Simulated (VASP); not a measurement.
An input for Ansatz (written as the equivalent of a VASP run, and not itself run):

Ansatz 0.2 input:
```yaml
crystal:
  lattice:
    - [1.6009300, -4.9169400, 0.0000000]
    - [1.6009300, 4.9169400, 0.0000000]
    - [0.0000000, 0.0000000, 4.0348900]
  atoms:
    - { symbol: Hf, position: [0.8595950, 0.1397840, 0.7452090] }
    - { symbol: Hf, position: [0.1460810, 0.8619800, 0.2491750] }
    - { symbol: Ni, position: [0.5766860, 0.4088590, 0.7559630] }
    - { symbol: Ni, position: [0.4176390, 0.5893770, 0.2496530] }
kpoints:
  mp_grid: { grid: [6, 6, 5] }
hamiltonian:
  xc: pbesol
  pseudopotentials: { kind: paw }
scf:
  occupations: { method: fermi_dirac, width: 0.1 }
  max_iter: 100
output: { forces: true, stress: true, eigenvalues: true }
```

Problem. Translate this input to VASP (INCAR, KPOINTS, POSCAR, choice of POTCAR).

Solution. Several could match; the one computed here: 
**INCAR**
```
SYSTEM = HfNi
PREC = Accurate
ENCUT = 300
EDIFF = 1E-6
NELM = 100
ALGO = Normal
LREAL = .FALSE.
LASPH = .TRUE.
ISMEAR = -1
SIGMA = 0.1
GGA = PS
LMAXMIX = 6
LWAVE = .FALSE.
LCHARG = .FALSE.
ISIF = 2
```

POSCAR:
```
HfNi
1
    1.6009300000    -4.9169400000     0.0000000000
    1.6009300000     4.9169400000     0.0000000000
    0.0000000000     0.0000000000     4.0348900000
Hf Ni
2 2
Direct
  0.8595950000   0.1397840000   0.7452090000
  0.1460810000   0.8619800000   0.2491750000
  0.5766860000   0.4088590000   0.7559630000
  0.4176390000   0.5893770000   0.2496530000
```

### KPOINTS
```
kpoints
0
Gamma
  6 6 5
```

POTCAR, in this order: Hf_pv Ni (PBE.64 set). Program: vasp_std.

The two are equivalent in intent, not identical: each code has its own PAW files, so the cut-off isn't converted (ENCUT is set for VASP's; basis.ecutwfc is left out, and Ansatz then takes the one that its files recommend); Ansatz stops its SCF on the density residual and VASP on the energy change (EDIFF).

The structure comes from a computed database's HfNi entry; how it stands against other phases isn't given here. The cell was not relaxed at this level, atoms are displaced from their ideal sites. The k-mesh is coarse (spacing up to 0.34 per Å, 2π included), so the numbers may not be converged in it.
